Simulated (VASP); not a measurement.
These are r2SCAN meta-GGA, VASP's PBE PAW potentials (set 64) (plane waves; VASP) values and carry that method's errors.

A VASP calculation is set up with these files.

**INCAR**
```
SYSTEM = ErGe2
PREC = Accurate
ENCUT = 400
EDIFF = 1E-6
NELM = 100
ALGO = Normal
LREAL = .FALSE.
LASPH = .TRUE.
ISMEAR = 1
SIGMA = 0.1
METAGGA = R2SCAN
LMIXTAU = .TRUE.
LMAXMIX = 6
LWAVE = .FALSE.
LCHARG = .FALSE.
IBRION = 2
ISIF = 3
NSW = 60
EDIFFG = -0.02
```

POSCAR:
```
ErGe2
1.0
  4.3373040243   0.0000000000   0.0000000000
 -2.1686520122   3.7562150416   0.0000000000
  0.0000000000   0.0000000000   3.7454398906
Er Ge
1 2
Cart
  0.0000000000   0.0000000000   0.0000000000
 -0.0000021687   2.5041446131   1.8727199453
  2.1686541808   1.2520704285   1.8727199453
```

File KPOINTS:
```
Automatic mesh
0
Gamma
7 7 7
0 0 0
```

POTCAR, in this order: Er_3 Ge_d (PBE.64 set). Program: vasp_std.

Task: What will the output report for the number of irreducible k-points (NKPTS), number of bands (NBANDS), largest plane-wave count, number of space-group operations, FFT grid (NGX, NGY, NGZ)?

Result: 
| Quantity | Result |
|---|---|
| number of irreducible k-points (NKPTS) | 32 |
| number of bands (NBANDS) | 22 |
| largest plane-wave count | 1123 |
| number of space-group operations | 24 |
| FFT grid (NGX, NGY, NGZ) | 28 × 28 × 24 |

The structure was generated: ErGe2 was put into the AlB2 type (P6/mmm), which need not be its known phase. This run relaxes it. Symmetry was kept, so distortions that lower it aren't found. The start is the result of an earlier pass. The electron count is odd and the run is not spin-polarised, which forces a metal. The 4f electrons are frozen in the core of the lanthanide potential, so 4f levels, which can set the real gap, and their magnetism are missing.
